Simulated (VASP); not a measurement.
OSZICAR of a VASP run on PbS (rock salt):

File OSZICAR:
```
       N       E                     dE             d eps       ncg     rms          rms(c)
DAV:   1     0.102898782287E+03    0.10290E+03   -0.10025E+04   980   0.152E+03
DAV:   2    -0.568432162126E+02   -0.15974E+03   -0.15642E+03  1070   0.372E+02
DAV:   3    -0.698448592267E+02   -0.13002E+02   -0.12920E+02  1292   0.108E+02
DAV:   4    -0.701788949834E+02   -0.33404E+00   -0.33375E+00  1088   0.200E+01
DAV:   5    -0.701928030205E+02   -0.13908E-01   -0.13908E-01  1480   0.408E+00    0.464E+00
DAV:   6    -0.649552455399E+02    0.52376E+01   -0.28605E+00  1190   0.331E+01    0.399E+00
DAV:   7    -0.649994812805E+02   -0.44236E-01   -0.70749E-01  1010   0.114E+01    0.219E+00
DAV:   8    -0.649694776800E+02    0.30004E-01   -0.67522E-01   986   0.737E+00    0.797E-01
DAV:   9    -0.651045716443E+02   -0.13509E+00   -0.22447E-01   992   0.437E+00    0.631E-01
DAV:  10    -0.651028203442E+02    0.17513E-02   -0.35334E-02  1124   0.214E+00    0.366E-01
DAV:  11    -0.651039179479E+02   -0.10976E-02   -0.12732E-02   986   0.107E+00    0.872E-02
DAV:  12    -0.651062772764E+02   -0.23593E-02   -0.41453E-03  1010   0.722E-01    0.128E-01
DAV:  13    -0.651060295966E+02    0.24768E-03   -0.53530E-04  1082   0.236E-01    0.876E-02
DAV:  14    -0.651064853048E+02   -0.45571E-03   -0.29569E-04  1028   0.207E-01    0.314E-02
DAV:  15    -0.651066102206E+02   -0.12492E-03   -0.21013E-04  1040   0.181E-01    0.120E-02
DAV:  16    -0.651066062069E+02    0.40137E-05   -0.13857E-05  1244   0.422E-02    0.181E-03
DAV:  17    -0.651066134096E+02   -0.72027E-05   -0.96543E-06  1010   0.342E-02    0.405E-03
DAV:  18    -0.651066119082E+02    0.15014E-05   -0.44926E-07  1238   0.747E-03    0.155E-03
DAV:  19    -0.651066134918E+02   -0.15836E-05   -0.12741E-06  1004   0.103E-02    0.479E-04
DAV:  20    -0.651066132749E+02    0.21690E-06   -0.58374E-08   640   0.268E-03    0.207E-04
DAV:  21    -0.651066132642E+02    0.10717E-07   -0.13835E-08   526   0.118E-03
   1 F= -.65106613E+02 E0= -.65106613E+02  d E =0.000000E+00
       N       E                     dE             ncg
       N       E                     dE             ncg
```

Which electronic solver shows in the log?

It is blocked Davidson (ALGO = Normal, or the opening steps of other solvers). The INCAR had ALGO = Normal.

Can the final energy be trusted as converged?

Self-consistency was reached. It stopped with EDIFF = 1E-7, NELM = 100 (r2SCAN+rVV10, plane waves, VASP's PBE PAW potentials (set 64)).

The compound is PbS in the rock salt structure. It was relaxed first.
